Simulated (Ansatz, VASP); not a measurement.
# Cs2AgBiBr6 in two plane-wave programs, part 2 of 2

Aim: how closely do two programs agree when they are given the same cell, functional and k mesh? The cell is taken from a series of VASP runs on this material, whose earlier steps may have relaxed, scaled or displaced it; both programs get it as it stands. Other levels of theory on this material are compared in a session of their own.

VASP 6.6.1 and Ansatz 0.2.0.

So far. Step 2 (VASP: band structure, LDA, spin-orbit coupling): VASP adds spin-orbit coupling inside the spheres on scalar-relativistic partial waves, which describe the 6p1/2 states imperfectly, so such gaps can be off by a tenth of an eV or more.

### 3. Ansatz: band structure, LDA, spin-orbit coupling

Level of this step: Ansatz beside VASP: Kohn-Sham DFT, plane waves, LDA, spin-orbit coupling (Ansatz).

Ansatz runs on its fully relativistic PAW (standard-fr) files.

The same cell, functional (in two slightly different forms), mesh and smearing now go to Ansatz, which takes its cutoff from its data sets.

File input.yaml:

```yaml
crystal:
  lattice:
    - [0.0, 5.6161, 5.6161]
    - [5.6161, 0.0, 5.6161]
    - [5.6161, 5.6161, 0.0]
  atoms:
    - { symbol: Bi, position: [0.0, 0.0, 0.0] }
    - { symbol: Cs, position: [0.75, 0.75, 0.75] }
    - { symbol: Cs, position: [0.25, 0.25, 0.25] }
    - { symbol: Ag, position: [0.5, 0.5, 0.5] }
    - { symbol: Br, position: [0.74945, 0.74945, 0.25055] }
    - { symbol: Br, position: [0.25055, 0.25055, 0.74945] }
    - { symbol: Br, position: [0.74945, 0.25055, 0.25055] }
    - { symbol: Br, position: [0.74945, 0.25055, 0.74945] }
    - { symbol: Br, position: [0.25055, 0.74945, 0.74945] }
    - { symbol: Br, position: [0.25055, 0.74945, 0.25055] }
hamiltonian:
  xc: lda
  pseudopotentials: { kind: paw_fr }
magnetization:
  noncollinear: true
  spin_orbit: true
kpoints:
  mp_grid: { grid: [4, 4, 4] }
  band_path:
    path:
      - [0.0, 0.0, 0.0]
      - [0.14286, 0.0, 0.14286]
      - [0.35714, 0.0, 0.35714]
      - [0.5, 0.0, 0.5]
      - [0.5, 0.07143, 0.57143]
      - [0.5, 0.17857, 0.67857]
      - [0.5, 0.25, 0.75]
      - [0.44643, 0.30357, 0.75]
      - [0.41071, 0.33929, 0.75]
      - [0.375, 0.375, 0.75]
      - [0.21429, 0.21429, 0.42857]
      - [0.10714, 0.10714, 0.21429]
      - [0.0, 0.0, 0.0]
      - [0.21429, 0.21429, 0.21429]
      - [0.42857, 0.42857, 0.42857]
      - [0.5, 0.5, 0.5]
      - [0.55357, 0.39286, 0.55357]
      - [0.60714, 0.28571, 0.60714]
      - [0.60714, 0.25, 0.64286]
      - [0.57143, 0.25, 0.67857]
      - [0.51786, 0.25, 0.73214]
      - [0.5, 0.28571, 0.71429]
      - [0.5, 0.35714, 0.64286]
      - [0.5, 0.46429, 0.53571]
      - [0.48214, 0.48214, 0.53571]
      - [0.42857, 0.42857, 0.64286]
      - [0.39286, 0.39286, 0.71429]
      - [0.60714, 0.21429, 0.60714]
      - [0.55357, 0.10714, 0.55357]
      - [0.5, 0.0, 0.5]
    npoints: 1
scf:
  occupations: { method: gaussian, width: 0.03 }
  n_extra_bands: 22
output:
  forces: true
  stress: true
  eigenvalues: true
```

Command:

```bash
> ansatz run input.yaml --threads 4 --pin off --max-ram 9216MiB --backend cpu --events-out ev --progress --plain --runs-dir out
```

Numbers of over 12 decimals in the logs are rounded to 6 here.

The log of the run:

```text
scf.n_extra_bands = 22 over 94 filled bands (N_el = 94.0): the run solves 116 bands
Engine: ansatz 0.2.0, aarch64-unknown-linux-gnu
Pseudopotentials: kind: paw_fr
Pseudopotential: Bi, paw_fr, valence charge 15, recommended cutoff 420 eV (normal), Bi.paw.azcp#standard-fr
Pseudopotential: Cs, paw_fr, valence charge 9, recommended cutoff 420 eV (normal), Cs.paw.azcp#standard-fr
Pseudopotential: Ag, paw_fr, valence charge 19, recommended cutoff 420 eV (normal), Ag.paw.azcp#standard-fr
Pseudopotential: Br, paw_fr, valence charge 7, recommended cutoff 420 eV (normal), Br.paw.azcp#standard-fr
Functional definition: SPW92
  exchange = slater_x
  correlation = pw_c
non-collinear run that drives no moment, with spin-orbit: no starting moment large enough to seed its density (crystal.atoms[].spin), no starting occupations that ask for one, no magnetisation constraint and no magnetic field, so the semilocal B_xc is pinned to zero
Crystal: 10 atoms, lattice volume = 354.270 Å³
Basis set: ecut = 420 eV, 6879 PW (Γ)
Bands: 116, of which v1, the nominal top of the filled ones, is band 94 counted from 1 (93 counted from 0)
Symmetry: 48 space group operations + 48 with time reversal
Magnetic group: BNS 225.117 (UNI 1619), of the structure as read, at distance tolerance 7.1e-5 Å
k-points: 8 of 64
Projection manifold: j_resolved (fully-relativistic pseudo-atomic orbitals)
Non-local potential: Bi, projectors of the file, l = 0: 2, l = 1: 4, l = 2: 4, l = 3: 4
Non-local potential: Cs, projectors of the file, l = 0: 3, l = 1: 4, l = 2: 4, l = 3: 4
Non-local potential: Ag, projectors of the file, l = 0: 3, l = 1: 4, l = 2: 4, l = 3: 2
Non-local potential: Br, projectors of the file, l = 0: 2, l = 1: 4, l = 2: 4
PAW form: soft (Blöchl's): semilocal exchange-correlation on the pseudo side does not see the compensation charge
PAW frozen core: Bi, regenerated for the run's functional, and the local potential with it (the file was generated under x = pbe(κ = 0.804, μ = 0.219515), c = pbe(β = 0.066725))
PAW frozen core: Cs, regenerated for the run's functional, and the local potential with it (the file was generated under x = pbe(κ = 0.804, μ = 0.219515), c = pbe(β = 0.066725))
PAW frozen core: Ag, regenerated for the run's functional, and the local potential with it (the file was generated under x = pbe(κ = 0.804, μ = 0.219515), c = pbe(β = 0.066725))
PAW frozen core: Br, regenerated for the run's functional, and the local potential with it (the file was generated under x = pbe(κ = 0.804, μ = 0.219515), c = pbe(β = 0.066725))
PAW one-centre angular grid: Bi, 590 points (default); XC on 64 Gauss nodes
PAW one-centre angular grid: Cs, 194 points (default); XC on 64 Gauss nodes
PAW one-centre angular grid: Ag, 590 points (default); XC on 64 Gauss nodes
PAW one-centre angular grid: Br, 110 points (default); XC on 64 Gauss nodes
Initial density: superposition of atomic densities (chi_scale 0.1, normalization cell, long waves kept (reshape's long-wave potential 0.00 eV rms))
Initial wavefunctions: pseudopotential atomic-orbital guess
Functional: x = slater, c = lda
SCF iter   1: F=—  HF=-46782.502501 eV  |F-HF|=—  |Δ(HF+E_count)|=         —  Δρ=2.61e-2  dr2=5.69e0  dr2_m=0.00e0 (ungated)  ethr=3.10e-3  |M|=0.00e0 ∫|m|=0.00e0 μB  |m|>n=0.0e0 m-floor=0.0e0 τ_xc=0.0e0  β_m=0.30  ⟨swp⟩=8.8  Hψ=2334  notcnv=0  defer=54
preconditioner: auto → Resta (q_TF=auto, 2.187 Å⁻¹)  ε∞=3.8  [insulator: Δε(μ)=1.043 eV  Ē_g=9.954 eV  σ=0.030 eV  W_gap=1.00  n_scr=58 (ndim 8)  ℏωp=16.7 eV  f_vac=0.007  D(μ)=0.00/eV (n_scr^D=0)  ε∞_Penn≈3.8]
spin=Noncollinear: Resta preconditioning applied to the charge; magnetization (m_x, m_y, m_z) channels mix plain (no charge-response kernel on spin).
SCF iter   2: F=—  HF=-46781.220148 eV  |F-HF|=—  |Δ(HF+E_count)|=    1.28e0  Δρ=1.53e-2  dr2=2.52e0  dr2_m=0.00e0 (ungated)  ethr=3.10e-3  |M|=0.00e0 ∫|m|=0.00e0 μB  |m|>n=0.0e0 m-floor=0.0e0 τ_xc=0.0e0  β_m=0.54  ⟨swp⟩=3.1  Hψ=841  notcnv=0  defer=132
SCF iter   3: F=—  HF=-46780.138122 eV  |F-HF|=—  |Δ(HF+E_count)|=    1.08e0  Δρ=4.46e-3  dr2=2.61e-1  dr2_m=0.00e0 (ungated)  ethr=2.68e-3  |M|=0.00e0 ∫|m|=0.00e0 μB  |m|>n=0.0e0 m-floor=0.0e0 τ_xc=0.0e0  β_m=0.62  ⟨swp⟩=2.8  Hψ=773  notcnv=0  defer=132
SCF iter   4: F=—  HF=-46780.008797 eV  |F-HF|=—  |Δ(HF+E_count)|=   1.29e-1  Δρ=2.05e-3  dr2=3.39e-2  dr2_m=0.00e0 (ungated)  ethr=2.78e-4  |M|=0.00e0 ∫|m|=0.00e0 μB  |m|>n=0.0e0 m-floor=0.0e0 τ_xc=0.0e0  β_m=0.79  ⟨swp⟩=3.6  Hψ=802  notcnv=0  defer=126
SCF iter   5: F=—  HF=-46779.995546 eV  |F-HF|=—  |Δ(HF+E_count)|=   1.33e-2  Δρ=6.34e-4  dr2=1.82e-3  dr2_m=0.00e0 (ungated)  ethr=3.61e-5  |M|=0.00e0 ∫|m|=0.00e0 μB  |m|>n=0.0e0 m-floor=0.0e0 τ_xc=0.0e0  β_m=0.84  ⟨swp⟩=2.1  Hψ=725  notcnv=0  defer=126
SCF iter   6: F=—  HF=-46779.995464 eV  |F-HF|=—  |Δ(HF+E_count)|=   8.19e-5  Δρ=1.34e-4  dr2=1.30e-4  dr2_m=0.00e0 (ungated)  ethr=1.93e-6  |M|=0.00e0 ∫|m|=0.00e0 μB  |m|>n=0.0e0 m-floor=0.0e0 τ_xc=0.0e0  β_m=0.85  ⟨swp⟩=2.4  Hψ=765  notcnv=0  defer=126
SCF iter   7: F=—  HF=-46779.995486 eV  |F-HF|=—  |Δ(HF+E_count)|=   2.13e-5  Δρ=4.73e-5  dr2=6.98e-6  dr2_m=0.00e0 (ungated)  ethr=1.38e-7  |M|=0.00e0 ∫|m|=0.00e0 μB  |m|>n=0.0e0 m-floor=0.0e0 τ_xc=0.0e0  β_m=0.84  ⟨swp⟩=2.0  Hψ=670  notcnv=0  defer=126
SCF iter   8: F=—  HF=-46779.995403 eV  |F-HF|=—  |Δ(HF+E_count)|=   8.24e-5  Δρ=7.72e-6  dr2=1.56e-7  dr2_m=0.00e0 (ungated)  ethr=7.43e-9  |M|=0.00e0 ∫|m|=0.00e0 μB  |m|>n=0.0e0 m-floor=0.0e0 τ_xc=0.0e0  β_m=0.92  ⟨swp⟩=2.0  Hψ=769  notcnv=0  defer=126
SCF iter   9: F=-46779.995403 eV  HF=-46779.995403 eV  |F-HF|=1.22e-9  |Δ(HF+E_count)|=   1.89e-7  Δρ=9.92e-7  dr2=3.22e-9  dr2_m=0.00e0 (ungated)  ethr=1.06e-10  |M|=0.00e0 ∫|m|=0.00e0 μB  |m|>n=0.0e0 m-floor=0.0e0 τ_xc=0.0e0  ⟨swp⟩=17.2  Hψ=2829  notcnv=0
SCF 1 converged in 9 iterations: F = -46779.995403 eV  dr2 = 3.22e-9
  greatest PAW one-centre occupation: 1.002 electrons in one spin orbital (limit 2), on the Ag atom at site 3 (counted from 0), in its partial waves of l = 0
NSCF: frozen V_eff on 30 k-points
SCF converged after 9 iterations
Magnetization: |M| = 0.0000 μB,  M = (+0.0000, +0.0000, +0.0000) μB
Absolute magnetization: 0.0000 μB (∫|m|)
  site 0: m = (+0.0000, +0.0000, +0.0000) μB, |m| = 0.0000 μB  (R = 1.16 Å)
  site 1: m = (+0.0000, +0.0000, +0.0000) μB, |m| = 0.0000 μB  (R = 1.64 Å)
  site 2: m = (+0.0000, +0.0000, +0.0000) μB, |m| = 0.0000 μB  (R = 1.64 Å)
  site 3: m = (+0.0000, +0.0000, +0.0000) μB, |m| = 0.0000 μB  (R = 1.16 Å)
  site 4: m = (+0.0000, +0.0000, +0.0000) μB, |m| = 0.0000 μB  (R = 1.16 Å)
  site 5: m = (+0.0000, +0.0000, +0.0000) μB, |m| = 0.0000 μB  (R = 1.16 Å)
  site 6: m = (+0.0000, +0.0000, +0.0000) μB, |m| = 0.0000 μB  (R = 1.16 Å)
  site 7: m = (+0.0000, +0.0000, +0.0000) μB, |m| = 0.0000 μB  (R = 1.16 Å)
  site 8: m = (+0.0000, +0.0000, +0.0000) μB, |m| = 0.0000 μB  (R = 1.16 Å)
  site 9: m = (+0.0000, +0.0000, +0.0000) μB, |m| = 0.0000 μB  (R = 1.16 Å)
Free energy (F): -46779.995403 eV
Harris-Foulkes:  -46779.995403 eV  (|F-HF|=1.22e-9)
Internal energy: -46779.995403 eV  (E = F + TS)
E sigma→0 (E₀):  -46779.995403 eV
Fermi energy:    4.575624 eV
--- Per-component energies (eV) ---
  E_band       = -826.758177
  E_kinetic    = 1918.946481
  E_local      = -8334.741955  (includes V_loc(G=0)·N_el)
  E_nonlocal   = 1150.905841
  E_hartree    = 3262.581677
  E_xc         = -2246.656576
  E_vxc        = -1260.828090  (∫ρ·V_xc dr)
  E_paw        = -36947.601724  (= ΣΔE_a)
  E_vpaw       = -826.203837  (= ΣTr[D̂ρ^β])
  E_aug_tail   = -0.000164  (compensation charges beyond the density's cutoff)
  E_ewald      = -5585.968359
  E_core_change = 2.539375  (= ΣΔE_core)
  E_smearing   = -0.000000  (= −TS)
  E_closure    = -0.000000  (closes the sum)
  Σ components = -46779.995403   (vs F -46779.995403, Δ=0.00e0)
--- Forces (eV/Å), atoms counted from 1 ---
  atom   1  Bi     0.00000000     0.00000000    -0.00000000
  atom   2  Cs     0.00000000     0.00000000     0.00000000
  atom   3  Cs    -0.00000000    -0.00000000     0.00000000
  atom   4  Ag     0.00000000     0.00000000     0.00000000
  atom   5  Br     0.00000000    -0.00000000    -0.40465420
  atom   6  Br    -0.00000000    -0.00000000     0.40465420
  atom   7  Br     0.40465420    -0.00000000    -0.00000000
  atom   8  Br    -0.00000000    -0.40465420     0.00000000
  atom   9  Br    -0.40465420     0.00000000    -0.00000000
  atom  10  Br     0.00000000     0.40465420    -0.00000000
  max |Σ_I F_I| component: 1.84e-16 eV/Å
--- Stress (GPa, compression-positive) ---
       -1.385578      -0.000000       0.000000
       -0.000000      -1.385578      -0.000000
       -0.000000      -0.000000      -1.385578
  P = ⅓ Tr σ = -1.3856 GPa (-13.856 kbar)
--- Band table (eV; the first three rows and the last of 8) ---
  k-point 0: bands = [... 90 lower, 3.4395, 3.4395, 3.4395, 3.4395, 5.2384, 5.2384, 6.7183, 6.7183, ... 18 higher]
  k-point 1: bands = [... 90 lower, 2.8975, 2.8975, 3.1606, 3.1606, 5.3623, 5.3623, 6.8255, 6.8255, ... 18 higher]
  k-point 2: bands = [... 90 lower, 2.8356, 2.8356, 3.0036, 3.0036, 5.0278, 5.0278, 7.3035, 7.3035, ... 18 higher]
  k-point 7: bands = [... 90 lower, 2.8238, 2.8238, 4.0226, 4.0226, 5.8731, 5.8731, 7.1254, 7.1254, ... 18 higher]
```

Wall time 2.4 min (4 threads of Arm Neoverse V1, shared host); peak memory 2.8 GiB; 9.4 min of CPU time.

Reading the cycles: dr2 is the Hartree energy of the density residual (eV), the measure of convergence; HF is the Harris–Foulkes estimate of the energy, which meets the free energy F at convergence.

### 4. Side by side

Known differences besides the potentials themselves: spin-orbit coupling enters by fully relativistic files in Ansatz and inside the spheres in VASP; the two LDA forms differ slightly; the data sets hold 94 valence electrons in Ansatz (fully relativistic PAW (standard-fr) files) and 86 in VASP; the cutoff is 420 eV in Ansatz and 350 eV in VASP; VASP's log shows a relativistic correction to its local exchange, Ansatz's none. Total energies have different zeros and are not compared.

Compared:

```tsv
quantity	Ansatz	VASP	difference
pressure (GPa)	-1.39	-1.46	+0.08
gap over the path points (eV)	0.904	0.963	-0.059
```

Forces (eV/Å; atoms numbered as in POSCAR):

```tsv
atom	Ansatz x, y, z	VASP x, y, z
Bi1	0.000, 0.000, 0.000	0.000, 0.000, 0.000
Cs2	0.000, 0.000, 0.000	0.000, 0.000, 0.000
Cs3	0.000, 0.000, 0.000	0.000, 0.000, 0.000
Ag4	0.000, 0.000, 0.000	0.000, 0.000, 0.000
Br5	0.000, 0.000, -0.405	0.000, 0.000, -0.399
Br6	0.000, 0.000, 0.405	0.000, 0.000, 0.399
Br7	0.405, 0.000, 0.000	0.399, 0.000, 0.000
Br8	0.000, -0.405, 0.000	0.000, -0.399, 0.000
Br9	-0.405, 0.000, 0.000	-0.399, 0.000, 0.000
Br10	0.000, 0.405, 0.000	0.000, 0.399, 0.000
```

Levels at points of the path, from each program's valence-band top (eV; 8 filled, then empty):

```tsv
k (reciprocal lattice)	Ansatz	VASP
0.000 0.000 0.000	-1.14 -1.14 -1.14 -1.14 -0.68 -0.68 -0.68 -0.68 1.11 1.11 2.60 2.60 2.60 2.60	-1.14 -1.14 -1.14 -1.14 -0.69 -0.69 -0.69 -0.69 1.24 1.24 2.57 2.57 2.57 2.57
0.143 0.000 0.143	-1.26 -1.26 -1.23 -1.23 -1.09 -1.09 -0.69 -0.69 1.31 1.31 2.71 2.71 2.73 2.73	-1.25 -1.25 -1.23 -1.23 -1.08 -1.08 -0.70 -0.70 1.43 1.43 2.70 2.70 2.71 2.71
0.357 0.000 0.357	-1.46 -1.46 -1.20 -1.20 -0.71 -0.71 -0.46 -0.46 1.64 1.64 3.10 3.10 3.12 3.12	-1.46 -1.46 -1.20 -1.20 -0.71 -0.71 -0.46 -0.46 1.76 1.76 3.09 3.09 3.10 3.10
0.500 0.000 0.500	-1.46 -1.46 -1.20 -1.20 -0.71 -0.71 0.00 0.00 1.68 1.68 3.22 3.22 3.44 3.44	-1.46 -1.46 -1.20 -1.20 -0.71 -0.71 0.00 0.00 1.81 1.81 3.20 3.20 3.43 3.43
0.500 0.071 0.571	-1.46 -1.46 -1.23 -1.23 -0.79 -0.79 -0.03 -0.03 1.70 1.70 3.16 3.16 3.42 3.42	-1.46 -1.46 -1.23 -1.23 -0.79 -0.79 -0.03 -0.03 1.83 1.83 3.14 3.14 3.41 3.41
0.500 0.179 0.679	-1.46 -1.46 -1.33 -1.33 -1.15 -1.15 -0.09 -0.09 1.74 1.74 3.03 3.03 3.40 3.40	-1.46 -1.46 -1.33 -1.33 -1.15 -1.15 -0.09 -0.09 1.86 1.86 3.02 3.02 3.38 3.38
0.500 0.250 0.750	-1.43 -1.43 -1.40 -1.40 -1.30 -1.30 -0.10 -0.10 1.75 1.75 3.00 3.00 3.40 3.40	-1.42 -1.42 -1.40 -1.40 -1.30 -1.30 -0.10 -0.10 1.87 1.87 3.00 3.00 3.38 3.38
0.446 0.304 0.750	-1.45 -1.45 -1.38 -1.38 -1.19 -1.19 -0.14 -0.14 1.71 1.71 2.98 2.98 3.48 3.48	-1.45 -1.45 -1.38 -1.38 -1.19 -1.19 -0.14 -0.14 1.82 1.82 2.99 2.99 3.46 3.46
0.411 0.339 0.750	-1.46 -1.46 -1.37 -1.37 -1.09 -1.09 -0.19 -0.19 1.67 1.67 2.98 2.98 3.56 3.56	-1.46 -1.46 -1.37 -1.37 -1.09 -1.09 -0.19 -0.19 1.78 1.78 2.98 2.98 3.54 3.54
0.375 0.375 0.750	-1.46 -1.46 -1.36 -1.36 -1.04 -1.04 -0.21 -0.21 1.65 1.65 2.97 2.97 3.60 3.60	-1.46 -1.46 -1.36 -1.36 -1.04 -1.04 -0.21 -0.21 1.76 1.76 2.98 2.98 3.58 3.58
```

The forces differ by 2.4 meV/Å r.m.s., which is 1.3 % of the r.m.s. force of 0.18 eV/Å (both taken over all components). Among the levels compared at these points, filled levels agree within 10 meV and empty ones within 134 meV. Ansatz's pressure holds a Pulay correction of 0.02 GPa; VASP's holds none.

### 5. Outcome

| Quantity | Value |
| --- | --- |
| difference in gap over the path points (band structure, LDA, spin-orbit coupling) | -0.059 eV |

The difference in gap over the path points is -0.059 eV (band structure, LDA, spin-orbit coupling), within the 0.08 eV picked in this series as the mark of a large difference. 3 further runs of this series are not shown here. How closely two codes agree says nothing of how well the functional describes the real material.

[Lines on the potential files, build, host, timing and source positions are cut from VASP's logs without a mark.]

[Logs are printed without paths, hosts, clocks, repeated set-up lines and the standing remarks that a program may print on its own settings, such as how far it seeks lower states.]

[Hosts, paths, dates, database ids (printed as entryN), source tags and the programs' standing remarks are cut or masked in the printed files.]
